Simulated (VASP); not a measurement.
Calculation: TPSS meta-GGA, VASP's PBE PAW potentials (set 64) (plane waves; VASP 6.6.1).

The input files of a VASP run:

### INCAR
```
SYSTEM = Pt3Ti
PREC = Accurate; ENCUT = 520; LREAL = .FALSE.
LASPH = .TRUE.
EDIFF = 1E-7; NELM = 100; ALGO = Normal
LMAXMIX = 6; LMIXTAU = .TRUE.
ISMEAR = -5
METAGGA = TPSS
ISIF = 2
LWAVE = .FALSE.; LCHARG = .FALSE.; LORBIT = 11
NEDOS = 601
LEFG = .TRUE.
```

### KPOINTS_OPT
```
k-points along high-symmetry lines
10
Line-mode
Reciprocal
  0.000000   0.000000   0.000000 ! GAMMA
  0.000000   0.500000   0.000000 ! X

  0.000000   0.500000   0.000000 ! X
  0.500000   0.500000   0.000000 ! M

  0.500000   0.500000   0.000000 ! M
  0.000000   0.000000   0.000000 ! GAMMA

  0.000000   0.000000   0.000000 ! GAMMA
  0.500000   0.500000   0.500000 ! R

  0.500000   0.500000   0.500000 ! R
  0.000000   0.500000   0.000000 ! X

  0.500000   0.500000   0.500000 ! R
  0.500000   0.500000   0.000000 ! M
```

File KPOINTS:
```
Automatic mesh
0
Gamma
9 9 9
0 0 0
```

### POSCAR
```
Pt3Ti
1
    3.9263348626     0.0000000000     0.0000000000
    0.0000000000     3.9263348626     0.0000000000
    0.0000000000     0.0000000000     3.9263348626
Ti Pt
1 3
Direct
  0.0000000000   0.0000000000   0.0000000000
  0.0000000000   0.5000000000   0.5000000000
  0.5000000000   0.0000000000   0.5000000000
  0.5000000000   0.5000000000   0.0000000000
```

POTCAR, in this order: Ti_sv Pt (PBE.64 set). Program: vasp_std.

Problem. What will the output report for the number of irreducible k-points (NKPTS), largest plane-wave count, number of space-group operations, FFT grid (NGX, NGY, NGZ)?

Solution. 
```
Property                                      Result
--------------------------------------  ------------
number of irreducible k-points (NKPTS)            35
largest plane-wave count                        1647
number of space-group operations                  48
FFT grid (NGX, NGY, NGZ)                30 × 30 × 30
```

The compound is Pt3Ti in the L1_2 structure. It was relaxed first.
